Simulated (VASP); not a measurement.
PdIn (CsCl type) relaxed at rising pressure, in one space group throughout; other phases were not tried. The pressures are those reached. These are PBE GGA, VASP's PBE PAW potentials (set 64) (plane waves; VASP) values and carry that method's errors.

| P (GPa) | V (Å³/atom) | k-mesh |
|---|---|---|
| -0.16 | 18.073 | 11×11×11 |
| 4.97 | 17.346 | 11×11×11 |
| 9.96 | 16.797 | 11×11×11 |
| 20.12 | 15.936 | 12×12×12 |
| 29.97 | 15.288 | 12×12×12 |

A change of mesh leaves a small step in the series.

Question: Fit an equation of state and predict the volume at 44.82 GPa.

Answer: Least squares on the third-order Birch-Murnaghan form, P = (3B0/2)(y⁷ − y⁵)[1 + (3/4)(B′ − 4)(y² − 1)] with y = (V0/V)^(1/3), gives V0 = 18.042 Å³/atom, B0 = 115 GPa and B′ = 5.5, and so 14.543 Å³/atom. The run gave 14.529 Å³/atom, -0.1 % from the fit.

Pressures at which the relaxation failed are left out.

The compound is PdIn in the CsCl type structure. The electron count is odd and the run is not spin-polarised, which forces a metal.
